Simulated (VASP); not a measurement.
A convergence study with VASP on MgI₂ (1T layered): one setting is varied, all else stays as given below, so the limit is that of these other settings. ε∞ is the independent-particle value.

```yaml
crystal:
  lattice:
    - [2.07500, -3.59401, 0.00000]
    - [2.07500, 3.59401, 0.00000]
    - [0.00000, 0.00000, 6.86000]
  atoms:
    - { symbol: Mg, position: [0.00000, 0.00000, 0.00000] }
    - { symbol: I, position: [0.33333, 0.66667, 0.24200] }
    - { symbol: I, position: [0.66667, 0.33333, 0.75800] }
```

All values below come from PBE GGA, VASP's PBE PAW potentials (set 64) (plane waves; VASP 6.6.1). The tightest run used: 550 eV cut-off, 5×5×3 Γ-centred mesh, Gaussian smearing of 0.050 eV, potentials Mg I.

```
setting      mean ε∞  bands
-----------  -------  -----
NBANDS = 9      2.26      9
NBANDS = 10     3.25     10
NBANDS = 12     4.07     12
```

Question: These are the cheaper rows. Estimate the results at NBANDS = 136, and how far the last row shown lies from them.

Answer: 
```csv
quantity,tightest run,last row shown is off by
mean ε∞,4.93,-0.86
```

Left out are rungs that failed or repeat a setting and relaxations that didn't move; long series are thinned to 24 rows.

The compound is MgI2 in the 1T layered structure. The cell was not relaxed at this level.
